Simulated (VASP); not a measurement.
Energy against volume of SiC (zinc blende). Computed with MS2 meta-GGA, VASP's PBE PAW potentials (set 64) (plane waves; VASP). Numerical set-up: 520 eV cut-off, 10×10×10 Γ-centred mesh, Gaussian smearing of 0.050 eV, potentials Si C.

```
V (Å³/atom)  E (eV/atom)
-----------  -----------
9.685          -10.61097
9.994          -10.63353
10.303         -10.64070
10.612         -10.63456
```

Task: Fit these four points and predict the energy of the run at 10.921 Å³/atom.

Result: A cubic in V^(−2/3), the third-order Birch-Murnaghan form, passes through the four points with V0 = 10.31 Å³/atom and B0 = 229 GPa, and gives -10.6169 eV/atom there. The run gave -10.6169 eV/atom, -0.0 meV/atom from the fit; all five points give B0 = 229 GPa.

The compound is SiC in the zinc blende structure. It was relaxed first.
